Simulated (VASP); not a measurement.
These are PW91 GGA, VASP's PBE PAW potentials (set 64) (plane waves; VASP) values and carry that method's errors.

Input for VASP

### POSCAR
```
CdS
1
    2.1026633081    -3.6419195010     0.0000000000
    2.1026633081     3.6419195010     0.0000000000
    0.0000000000     0.0000000000     6.8299674262
Cd S
2 2
Direct
  0.6666670000   0.3333330000   0.5000044611
  0.3333330000   0.6666670000   0.0000044611
  0.6666670000   0.3333330000   0.8769955389
  0.3333330000   0.6666670000   0.3769955389
```

### INCAR
```
ALGO  =  Normal
EDIFF  =  1E-7
ENCUT  =  520
GGA  =  91
ISIF  =  2
ISMEAR  =  -5
LASPH  =  T
LCHARG  =  T
LEFG  =  T
LMAXMIX  =  4
LORBIT  =  11
LREAL  =  F
LWAVE  =  F
NEDOS  =  601
NELM  =  100
PREC  =  Accurate
SYSTEM  =  CdS
```

KPOINTS:
```
Regular mesh
0
gamma
 7 7 4
0 0 0
```

POTCAR, in this order: Cd S (PBE.64 set). Program: vasp_std.

Task: What will the output report for the number of irreducible k-points (NKPTS), largest plane-wave count, number of space-group operations, FFT grid (NGX, NGY, NGZ)?

Result: 
The number of irreducible k-points (NKPTS) is 24. The largest plane-wave count is 2838 and the number of space-group operations is 12. The FFT grid (NGX, NGY, NGZ) comes out as 32 × 32 × 54.

The compound is CdS in the wurtzite structure. It was relaxed first.
